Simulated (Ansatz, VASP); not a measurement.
# CoO in two plane-wave programs

One calculation is typed for both programs; each brings its own data sets. How far apart do they land? The cell is taken from a series of runs on this material, whose earlier steps may have relaxed, scaled, displaced or heated it; both programs get it as it stands.

Main program and level: Ansatz 0.2.0; plane waves, with VASP 6.6.1 beside it; zone-centre phonons at PBE with D3(BJ), DFT+U.

## Step 1: The starting structure

It takes space group Fm-3m (No. 225, cubic). Conventional cell: a = 4.256 Å, b = 4.256 Å, c = 4.256 Å, α = 90.00°, β = 90.00°, γ = 90.00°. Nearest to Co lie 6 O at 2.13 Å. Nearest to O lie 6 Co at 2.13 Å. Farther neighbours and most contacts between anions are not listed.

As a file:

```cif
data_structure
_symmetry_space_group_name_H-M 'Fm-3m'
_symmetry_Int_Tables_number 225
_cell_length_a 4.2564
_cell_length_b 4.2564
_cell_length_c 4.2564
_cell_angle_alpha 90.000
_cell_angle_beta 90.000
_cell_angle_gamma 90.000
_cell_volume 77.11
loop_
_atom_site_label
_atom_site_type_symbol
_atom_site_symmetry_multiplicity
_atom_site_Wyckoff_symbol
_atom_site_fract_x
_atom_site_fract_y
_atom_site_fract_z
_atom_site_occupancy
Co1 Co 4 a 0.00000 0.00000 0.00000 1
O1 O 4 b 0.50000 0.00000 0.00000 1
```

## Step 2: Ansatz: zone-centre phonons, PBE with D3(BJ), DFT+U

Ansatz runs on its default PAW (the set named soft_2) files.

Second derivatives magnify differences that forces hide, and they need a tight electronic threshold.

Contents of input.yaml:

```yaml
crystal:
  lattice:
    - [0.0, 2.1281868847, 2.1281868847]
    - [2.1281868847, 0.0, 2.1281868847]
    - [2.1281868847, 2.1281868847, 0.0]
  atoms:
    - { symbol: Co, position: [0.0, 0.0, 0.0], spin: 2.74 }
    - { symbol: O, position: [0.5, 0.5, 0.5], spin: 0.25 }
kpoints:
  mp_grid: { grid: [16, 16, 16] }
hamiltonian:
  xc: pbe
  dispersion: d3bj
  hubbard: { sites: [{ species: Co, l: d, u_eff: 3.32 }] }
scf:
  occupations: { method: gaussian, width: 0.15 }
  convergence: { dr2_threshold: 1.0e-10 }
output:
  eigenvalues: true
  populations: true
magnetization:
  spin_polarized: true
phonons:
  method: dfpt
```

The run is started by

```sh
$ ansatz run input.yaml --threads 4 --pin off --max-ram 7168MiB --backend cpu --events-out ev --progress --plain --runs-dir out
```

Numbers of over 12 decimals in the logs are rounded to 6 here.

Output:

```text
Co: projections on atomic orbitals take those of the free atom [Ne] 3s2 3p6 3d7 4s2, of charge +0.00 (hamiltonian.pseudopotentials.projection_atoms); the dataset's partial waves leave at most 1.4e-6 of an orbital's norm unspanned inside its sphere
O: projections on atomic orbitals take those of the free atom [He] 2s2 2p4, of charge +0.00 (hamiltonian.pseudopotentials.projection_atoms); the dataset's partial waves leave at most 1.9e-8 of an orbital's norm unspanned inside its sphere
Engine: ansatz 0.2.0, aarch64-unknown-linux-gnu
Pseudopotentials: kind: paw
Pseudopotential: Co, paw, valence charge 17, recommended cutoff 420 eV (normal), Co.paw.azcp
Pseudopotential: O, paw, valence charge 6, recommended cutoff 420 eV (normal), O.paw.azcp
Functional definition: PBE
  parameter kappa = 0.804
  parameter beta = 0.066725
  exchange = pbe_x(kappa = kappa, mu = beta*pi^2/3)
  correlation = pbe_c(beta = beta)
Crystal: 2 atoms, lattice volume = 19.278 Å³
Basis set: ecut = 420 eV, 339 PW (Γ), exchange–correlation on 48×48×48 points (8 copies of the dense FFT grid, shifted against one another)
Bands: 17, of which v1, the nominal top of the filled ones, is band 12 counted from 1 (11 counted from 0)
Symmetry: 48 space group operations
Space group: Fm-3m (ITA 225), of the structure as read, at distance tolerance 2.7e-5 Å
Magnetic group: BNS 225.116 (UNI 1618), of the structure as read, at distance tolerance 2.7e-5 Å
k-points: 145 of 4096
Non-local potential: Co, projectors of the file, l = 0: 3, l = 1: 2, l = 2: 3, l = 3: 1
Non-local potential: O, projectors of the file, l = 0: 2, l = 1: 2, l = 2: 1
PAW form: soft (Blöchl's): semilocal exchange-correlation on the pseudo side does not see the compensation charge
PAW one-centre angular grid: Co, 590 points (default); XC on 64 Gauss nodes
PAW one-centre angular grid: O, 110 points (default); XC on 64 Gauss nodes
Initial density: superposition of atomic densities (chi_scale 0.1, normalization cell, long waves kept (reshape's long-wave potential 0.00 eV rms))
Starting moments: Σ|m| = 2.99 μB on 2 of 2 sites
Initial wavefunctions: pseudopotential atomic-orbital guess
Functional: x = pbe(κ = 0.804, μ = 0.219515), c = pbe(β = 0.066725)
SCF 1 converged in 16 iterations: F = -5691.110919 eV  dr2 = 6.19e-11
  greatest PAW one-centre occupation: 1.004 electrons in one spin orbital (limit 2), on the Co atom at site 0 (counted from 0), in its partial waves of l = 1
Symmetry: 12 space group operations
k-points: 417 of 4096
Initial density: read from a saved state, or passed on in memory by an earlier SCF of this step, an earlier step, the calling program or the single point that the run made first
Starting moments: Σ|m| = 2.99 μB on 2 of 2 sites; this step starts from the density that it was given
SCF 2 converged in 8 iterations: F = -5691.906518 eV  dr2 = 8.12e-12
SCF 3 converged in 2 iterations: F = -5691.906518 eV  dr2 = 1.18e-11
Symmetry: 4 space group operations
k-points: 1098 of 4096
Initial wavefunctions: those read from a saved state, or passed on in memory by an earlier step or the calling program
k-points: 1098 of 4096 (irreducible under 2 space group operations, time reversal used)
Stability of the state it starts from, as read at its close in the collinear treatment: not read negative (lowest Ritz value 0.45 of the free energy's curvature over one without interaction, by its minimisation under the symmetry group of the SCF that read it); nothing settles its magnetic order
iter 1 solved again at ethr=9.19e-9 eV; its pass at ethr=3.10e-3 eV (dr2=2.11e-6 eV) is discarded
SCF iter   1: F=—  HF=-5691.906518 eV  |F-HF|=—  |Δ(HF+E_count)|=         —  Δρ=1.26e-7 (↑1.26e-7 ↓9.22e-8)  dr2=9.99e-13  dr2_m=1.29e-12  M=3.000 μB ∫|m|=3.008 μB  β_m=0.30  ethr=9.19e-9  ⟨swp⟩=3.4  Hψ=272155  notcnv=0
eigensolver tolerance schedule: the retry pair's looser diagonalisation over-reported the residual by 2115097.79 of it (diagonalisation noise at an unbounded share of the residual, at the tolerance the schedule requests for it); recorded, not acted on — ethr = c·dr2/N_el stays at c = 1.0e-1
preconditioner: auto → none  [insulator: Δε(μ)=1.238 eV  Ē_g=14.808 eV  σ=0.150 eV  W_gap=1.00  n_scr=8 (ndim 8)  ℏωp=32.8 eV  f_vac=0.000  D(μ)=0.00/eV (n_scr^D=0)  ε∞_Penn≈5.9]
SCF iter   2: F=-5691.906518 eV  HF=-5691.906518 eV  |F-HF|=5.46e-12  |Δ(HF+E_count)|=   1.50e-9  Δρ=1.74e-7 (↑8.57e-8 ↓1.74e-7)  dr2=6.15e-12  dr2_m=1.50e-12  M=3.000 μB ∫|m|=3.008 μB  ethr=1.00e-12  ⟨swp⟩=8.3  Hψ=199824  notcnv=0
WARN: dispersion: an atom stands within reach of a switch of its C6 between two reference coordination numbers of its element: through that C6 alone, e_disp changes by 0.025 eV or more while the distances to its neighbours run over a stretch of 0.05 Å that contains this geometry (sites counted from 0 in the run's list of atoms or, in a supercell that it derives, in that cell's: here a list of 2) — site 0 (Co): coordination number 5.225 (about 4.32 to 6.13 with every neighbour 0.05 Å farther or nearer), switch near 5.352 between the references 2.926 (weight 0.99) and 7.779 (weight 0.01), e_disp changing by some 0.07 eV. [rest of the remark cut]
SCF 4 converged in 2 iterations: F = -5691.906518 eV  dr2 = 6.15e-12
NSCF: frozen V_eff on 417 k-points
NSCF: frozen V_eff on 417 k-points
DFPT response loops at q = (0, 0, 0) (fractional): preconditioner auto → none (the input reference at scf.mixing.eps_inf says where Resta's filter doesn't serve); β = 0.30; Anderson in place of MSR1
SCF converged after 2 iterations
Magnetization: 3.0000 μB (13.0000 up, 10.0000 down)
Absolute magnetization: 3.0059 μB (∫|ρ↑−ρ↓|, with the PAW one-centre terms)
Spin contamination: 0.0032 ħ² per cell (⟨S²⟩ above its minimum at these occupations)
Per-site moments (μB) at R_I (Å): [(2.598997, 0.877877), (0.232070, 0.877877)]
Free energy (F): -5691.906518 eV
Harris-Foulkes:  -5691.906518 eV  (|F-HF|=5.46e-12)
Internal energy: -5691.906518 eV  (E = F + TS)
E sigma→0 (E₀):  -5691.906518 eV
Fermi energy:    14.186147 eV
--- Per-component energies (eV) ---
  E_band       = -315.911759
  E_kinetic    = 617.484452
  E_local      = -3428.762119  (includes V_loc(G=0)·N_el)
  E_nonlocal   = 514.827419
  E_hartree    = 1407.205832
  E_xc         = -228.878615
  E_vxc        = -294.112323  (∫ρ·V_xc dr)
  E_hubbard    = 0.518514  (on-site DFT+U / exact-exchange correction)
  E_vhub       = -11.052736  (the Hubbard potential's part of the band-sum identity)
  E_paw        = -1677.219790  (= ΣΔE_a)
  E_vpaw       = -528.710666  (= ΣTr[D̂ρ^β])
  E_aug_tail   = 0.002537  (compensation charges beyond the density's cutoff)
  E_ewald      = -2896.567370
  E_disp       = -0.517379  (pairwise vdW)
  E_smearing   = -0.000000  (= −TS)
  E_closure    = -0.000000  (closes the sum)
  Σ components = -5691.906518   (vs F -5691.906518, Δ=0.00e0)
--- Band table (eV; the first three rows and the last of 2196) ---
  k-point 0 ↑: bands = [... 8 lower, 9.3967, 9.3967, 11.1019, 11.1669, 11.1669, 14.9168, 30.5920, 31.6575, ... 1 higher]
  k-point 1 ↑: bands = [... 8 lower, 9.3056, 9.3900, 10.9623, 11.2538, 11.3212, 15.2355, 29.6611, 31.5614, ... 1 higher]
  k-point 2 ↑: bands = [... 8 lower, 8.9904, 9.4259, 10.6548, 11.6055, 11.6910, 15.9802, 28.1785, 31.0708, ... 1 higher]
  k-point 1097 ↓: bands = [... 8 lower, 11.8039, 11.8039, 15.9291, 17.6732, 17.6732, 19.3246, 24.2464, 27.7683, ... 1 higher]
Occupation matrices written to <dir>
--- Phonons (Γ-DFPT): 2 representative perturbations + reference (Σ response iterations 20) ---
  ASR residual: 1.675e-4 → 0.000e0 eV/Å²; symmetrization residual: 2.504e-9 eV/Å²
  pairwise dispersion correction: d3bj (s6 = 1.0, s8 = 0.7875, a1 = 0.4289, a2_bohr = 4.4407), with the weights of each atom's references fixed at the reference crystal's, and the forces and stress that the weights' published response gives there kept as a pressure on the atom's counted neighbours (hamiltonian.dispersion)
  ASR residual per site (eV/Å²): 2.47e-5 1.68e-4
  Γ frequencies (cm⁻¹): 0.00 0.00 0.00 267.38 341.78 341.78
  non-analytic LO–TO correction: not included (Born effective charges unavailable; polar crystals: no LO–TO splitting at Γ)
--- Löwdin populations: 2 sites ---
  site symbol       q [e]    m [muB]
     0     Co     15.8041     2.6974
     1      O      7.0691     0.2974
  spilling = 0.005514 (of n_electrons = 23.000000)
```

(Continued in part 2 of 2.)

[Lines on the potential files, build, host, timing and source positions are cut from VASP's logs without a mark.]

[Logs are printed without paths, hosts, clocks, repeated set-up lines and the standing remarks that a program may print on its own settings, such as how far it seeks lower states.]

[Hosts, paths, dates, database ids (printed as entryN), source tags and the programs' standing remarks are cut or masked in the printed files.]
